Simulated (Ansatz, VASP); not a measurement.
## Cs2KCdF6: VASP beside Ansatz

```
K Cd F Cs
1.0
     0.00000    4.62319    4.62319
     4.62319    0.00000    4.62319
     4.62319    4.62319    0.00000
K Cd F Cs
1 1 6 2
Direct
  0.50000 0.50000 0.50000
  0.00000 0.00000 0.00000
  0.78500 0.21500 0.21500
  0.21500 0.78500 0.21500
  0.21500 0.78500 0.78500
  0.78500 0.21500 0.78500
  0.21500 0.21500 0.78500
  0.78500 0.78500 0.21500
  0.25000 0.25000 0.25000
  0.75000 0.75000 0.75000
```

Alike in both runs: task single point; functional PBE; k mesh 6 × 6 × 6; occupations fermi-dirac, width 0.0132 eV; no spin polarisation.

|  | VASP | Ansatz |
| --- | --- | --- |
| version | VASP 6.6.1 | Ansatz 0.2.0 |
| potentials or method | VASP PAW PBE potentials, release 64 (K_sv, Cd, F, Cs_sv) | PAW plane waves |
| plane-wave cutoff (eV) | 520 | 420 |
| valence electrons in the cell | 81 | 89 |

Ansatz gave:

- pressure (GPa): 8.1
- rms of the force components (eV/Å): 1.163

Q: Estimate VASP's values.

A: Pressure (GPa): 8.9; rms of the force components (eV/Å): 1.283.

Atom by atom the forces differ by 0.120 eV/Å (rms over components). With one functional, cell and mesh, what is left measures potentials, basis and numerics. The two sets of potentials don't hold the same shells in valence.

Caveats: an odd number of electrons without spin polarisation forces a metal; a magnetic or distorted state may lie lower. Spin-orbit coupling is left out, which matters for the levels of Cs.
